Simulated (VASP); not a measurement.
Given:

```
CoTi
1.0
    2.89986     0.00000     0.00000
    0.00000     2.89986     0.00000
    0.00000     0.00000     2.89986
Ti Co
1 1
Direct
  0.00000   0.00000   0.00000
  0.50000   0.50000   0.50000
```

The numbers are results of AM05 GGA, VASP's PBE PAW potentials (set 64) (plane waves; VASP 6.6.1), not measurements. Settings: 520 eV cut-off, 12×12×12 Γ-centred mesh, first-order Methfessel-Paxton smearing of 0.10 eV, potentials Ti_sv Co.

### Question
Predict the energy per atom (σ→0), pressure, band gap (on the k-mesh) with the smallest direct gap where there is one.

### Answer

band gap (on the k-mesh): none (metal, semimetal or under 0.01 eV)
energy per atom (σ→0): -8.191 eV/atom
pressure: 5.99 GPa

Only differences to runs with the same potentials and settings are physical.

The compound is TiCo in the CsCl type structure. This cell is one point of a volume scan, at 0.97 of the reference volume. The run is not spin-polarised, so no magnetic state was tried. The electron count is odd and the run is not spin-polarised, which forces a metal.
